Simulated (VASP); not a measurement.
# Nd (Neodymium): cell size and functional, part 2 of 2

How much does the relaxed cell of Nd (Neodymium) depend on the functional? The starting structure is a measured crystal structure from the Crystallography Open Database.

VASP 6.6.1.

Results so far: PBEsol 33.17 Å³ an atom.

### 4. Relaxation with PBE (continued)

Level of this step: PBE, zero-moment start, 4f electrons in the core; plane waves and PAW (Nd_3) (VASP).

OUTCAR, selected parts (step 4):

```text
  Total        0.0099647      0.0099647     -0.0143271      0.0000000      0.0000000      0.0000000
  in kB        0.1126956      0.1126956     -0.1620320      0.0000000      0.0000000      0.0000000
  external PRESSURE =       0.0211197 kB  Pullay stress =       0.0000000 kB

 POSITION                                       TOTAL-FORCE (eV/Angst)
 -----------------------------------------------------------------------------------
      1.85237      1.06947      2.97963         0.000000      0.000000      0.000000
     -0.00000      2.13893      8.93890        -0.000000     -0.000000     -0.000000
      0.00000      0.00000      5.95927         0.000000      0.000000      0.000000
      0.00000      0.00000      0.00000         0.000000      0.000000      0.000000
 -----------------------------------------------------------------------------------
    total drift:                               -0.000000      0.000000      0.000000

  FREE ENERGIE OF THE ION-ELECTRON SYSTEM (eV)
  ---------------------------------------------------
  free  energy   TOTEN  =       -18.8537933775 eV

  energy  without entropy=      -18.8554082983  energy(sigma->0) =      -18.85433168

 magnetization (x)
# of ion       s       p       d       tot
------------------------------------------
    1        0.000  -0.000   0.000   0.000
    2        0.000  -0.000   0.000   0.000
    3        0.000  -0.000  -0.000  -0.000
    4        0.000  -0.000  -0.000  -0.000
--------------------------------------------------
tot          0.000  -0.000  -0.000   0.000

[... 2 parts as in an earlier step ...]

[... 2 further parts left out ...]
[key lines of the parts left out:]
E-fermi :   3.3721
```

With PBE the relaxed cell holds 35.417 Å³ an atom, +3.61 % against the measured cell, with a = 3.705 Å and c = 11.919 Å. That is +6.78 % from PBEsol.

### 5. Relaxation with LDA

LDA, the lowest rung, knows the local density alone. This run starts from the cell of an earlier relaxation, which isn't shown; the restart sets up the plane waves anew.

File INCAR:

```
SYSTEM = Nd
PREC = Accurate
ENCUT = 520
EDIFF = 1E-07
NELM = 100
ISMEAR = 1
SIGMA = 0.15
LREAL = .FALSE.
ALGO = Normal
GGA = CA
NBANDS = 30
ISPIN = 2
MAGMOM = 0 0 0 0
LASPH = .TRUE.
LMAXMIX = 6
LORBIT = 11
LWAVE = .FALSE.
LCHARG = .FALSE.
KPAR = 4
IBRION = 2
NSW = 50
ISIF = 3
EDIFFG = -0.005
```

File POSCAR:

```
Nd
1.0
    3.5700911811      0.0000000000      0.0000000000
   -1.7850455906      3.0917896568      0.0000000000
    0.0000000000      0.0000000000     11.4609572193
Nd
4
Direct
    0.6666666667      0.3333333333      0.2500000000
    0.3333333333      0.6666666667      0.7500000000
    0.0000000000      0.0000000000      0.5000000000
    0.0000000000      0.0000000000      0.0000000000
```

File KPOINTS:

```
Automatic mesh
0
Gamma
16 16 4
0 0 0
```

PAW data sets: Nd_3 (PBE family, release 64).

Launch:

```
> mpirun -np 4 vasp_std
```

Output:

```text
[banner, memory and clock lines left out]
running    4 mpi-ranks, on    1 nodes
[...]
[... a notice as in an earlier step ...]

 LDA part: xc-table for (Slater(with rela. corr.)+CA(PZ))
 , standard interpolation
 POSCAR, INCAR and KPOINTS ok, starting setup
[...]
entering main loop
       N       E                     dE             d eps       ncg     rms          rms(c)
DAV:   1     0.381997842058E+03    0.38200E+03   -0.21158E+04 10800   0.139E+03
DAV:   2     0.432529685313E+01   -0.37767E+03   -0.36815E+03 11998   0.356E+02
DAV:   3    -0.208822540987E+02   -0.25208E+02   -0.24467E+02 17890   0.678E+01
DAV:   4    -0.220568526927E+02   -0.11746E+01   -0.11684E+01 15396   0.135E+01
[...]
DAV:  11    -0.216795441373E+02   -0.27151E-05   -0.55623E-05 15456   0.318E-02    0.128E-02
DAV:  12    -0.216795426975E+02    0.14397E-05   -0.45681E-06 12626   0.167E-02    0.268E-03
DAV:  13    -0.216795426275E+02    0.70017E-07   -0.46671E-07 12972   0.346E-03
   1 F= -.21679543E+02 E0= -.21678893E+02  d E =-.216795E+02  mag=     0.0000
[...]
reached required accuracy - stopping structural energy minimisation
```

Run time: 4.7 min. Hardware: 4 MPI ranks of Intel Xeon Platinum 8259CL at 2.50GHz (Skylake/Cascade Lake), shared host; peak memory 2.1 GiB; 15 min of CPU time.

Parts of OUTCAR (step 5):

```text
  Total       -0.0017236     -0.0017236      0.0036969      0.0000000      0.0000000     -0.0000000
  in kB       -0.0218286     -0.0218286      0.0468207      0.0000000      0.0000000     -0.0000000
  external PRESSURE =       0.0010545 kB  Pullay stress =       0.0000000 kB

 POSITION                                       TOTAL-FORCE (eV/Angst)
 -----------------------------------------------------------------------------------
      1.78505      1.03060      2.86524         0.000000     -0.000000      0.000000
     -0.00000      2.06119      8.59572        -0.000000      0.000000     -0.000000
      0.00000      0.00000      5.73048         0.000000      0.000000      0.000000
      0.00000      0.00000      0.00000         0.000000      0.000000      0.000000
 -----------------------------------------------------------------------------------
    total drift:                               -0.000000      0.000000      0.000000

  FREE ENERGIE OF THE ION-ELECTRON SYSTEM (eV)
  ---------------------------------------------------
  free  energy   TOTEN  =       -21.6795426275 eV

  energy  without entropy=      -21.6775949563  energy(sigma->0) =      -21.67889340

 magnetization (x)
# of ion       s       p       d       tot
------------------------------------------
    1        0.000   0.000  -0.000   0.000
    2        0.000   0.000  -0.000   0.000
    3        0.000   0.000  -0.000   0.000
    4        0.000   0.000  -0.000   0.000
--------------------------------------------------
tot          0.000   0.000  -0.000   0.000

[... 2 parts as in an earlier step ...]

[... 2 further parts left out ...]
[key lines of the parts left out:]
E-fermi :   3.7385
```

With LDA the relaxed cell holds 31.626 Å³ an atom, -7.47 % against the measured cell, with a = 3.570 Å and c = 11.461 Å. That is -4.65 % from PBEsol.

### 6. Comparison

```
 level            ended  volume (Å³/atom)  against the measured cell (%)   a (Å)    c (Å)  pressure left (GPa)  core minutes
PBEsol        converged            33.167                          -2.97  3.6261  11.6508                -0.02          86.0
r2SCAN  cut off by time                 -                              -       -        -                    -         208.0
   PBE        converged            35.417                           3.61  3.7047  11.9185                  0.0         119.0
   LDA        converged            31.626                          -7.47  3.5701   11.461                  0.0         136.0
```

Core minutes are wall time times ranks, summed over the relaxations behind a row (those for a bulk modulus apart), on shared hosts.

### 7. Outcome

```json
{
  "volume, PBEsol": "33.17 Å³/atom",
  "volume, PBE": "35.42 Å³/atom",
  "volume, LDA": "31.63 Å³/atom"
}
```

What this shows: Across 3 levels the volume of Nd (Neodymium) spans 12.0 %, from 31.63 Å³ an atom (LDA) to 35.42 Å³ (PBE). Against the measured volume of the starting structure, PBEsol comes nearest (-3.0 %) and LDA lies farthest (-7.5 %). The measured cell holds zero-point expansion and, unless it was taken cold, thermal expansion, which the runs lack, so small differences decide nothing. All runs keep the symmetry of the start, so they can't find a distortion of lower symmetry. No result to use came from r2SCAN.

[Lines on the potential files, build, host, timing and source positions are cut from VASP's logs without a mark.]

[Logs are printed without paths, hosts, clocks, repeated set-up lines and the standing remarks that a program may print on its own settings, such as how far it seeks lower states.]

[Hosts, paths, dates, database ids (printed as entryN), source tags and the programs' standing remarks are cut or masked in the printed files.]
